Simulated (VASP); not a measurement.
```
Pd
1.0
    0.00000     1.94500     1.94500
    1.94500     0.00000     1.94500
    1.94500     1.94500     0.00000
Pd
1
Direct
  0.00000   0.00000   0.00000
```

Level of theory: rev-vdW-DF2, VASP's PBE PAW potentials (set 64) (plane waves; VASP). Numerical set-up: 520 eV cut-off, 14×14×14 Γ-centred mesh, first-order Methfessel-Paxton smearing of 0.10 eV, potentials Pd.

Task: The ions, cell shape and volume are relaxed. Predict the relaxed structure.

Result: 
```
Pd
1.0
    0.00000     1.95460     1.95460
    1.95460     0.00000     1.95460
    1.95460     1.95460     0.00000
Pd
1
Cartesian
  0.00000   0.00000   0.00000
```
Space group Fm-3m (225), at a tolerance of 0.03 Å.

Task: How do energy and volume change from the first to the last step?

Result: The energy (σ→0) changes by -1.9 meV/atom and the volume by +1.5 %, in 3 ionic steps.

The compound is Pd in the fcc structure. This run relaxes it. Symmetry was kept, so distortions that lower it aren't found.
